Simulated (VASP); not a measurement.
OSZICAR of a VASP run on C (diamond):

### OSZICAR
```
       N       E                     dE             d eps       ncg     rms          rms(c)
DAV:   1     0.298330502844E+01    0.29833E+01   -0.49664E+03  1360   0.984E+02
DAV:   2    -0.167444065042E+02   -0.19728E+02   -0.18452E+02  2088   0.114E+02
DAV:   3    -0.168803628489E+02   -0.13596E+00   -0.13596E+00  1440   0.125E+01
DAV:   4    -0.168805402946E+02   -0.17745E-03   -0.17745E-03  1920   0.495E-01
DAV:   5    -0.168805403597E+02   -0.65061E-07   -0.65039E-07  1432   0.607E-03    0.547E+00
DAV:   6    -0.164702742208E+02    0.41027E+00   -0.32058E-01  1400   0.438E+00    0.325E+00
DAV:   7    -0.163248593256E+02    0.14541E+00   -0.38969E-01  1640   0.489E+00    0.630E-01
DAV:   8    -0.163254698206E+02   -0.61050E-03   -0.18049E-03  1416   0.489E-01    0.323E-02
DAV:   9    -0.163254920997E+02   -0.22279E-04   -0.17879E-05  1968   0.499E-02    0.294E-02
DAV:  10    -0.163255002516E+02   -0.81518E-05   -0.74007E-06  1400   0.319E-02    0.551E-03
DAV:  11    -0.163255001316E+02    0.11998E-06   -0.93826E-08  1832   0.279E-03    0.925E-04
DAV:  12    -0.163255001577E+02   -0.26140E-07   -0.12229E-08   696   0.129E-03
   1 F= -.16325500E+02 E0= -.16325500E+02  d E =-.303141E-20
```

Problem. Which electronic solver shows in the log?

Solution. It is blocked Davidson (ALGO = Normal, or the opening steps of other solvers). The INCAR had ALGO = Normal.

Problem. Can the final energy be trusted as converged?

Solution. The calculation finished and met its thresholds. It stopped with EDIFF = 1E-7, NELM = 100 (vdW-DF-cx, plane waves, VASP's PBE PAW potentials (set 64)).

The compound is C in the diamond structure. This cell is one point of a volume scan, at 1.03 of the reference volume.
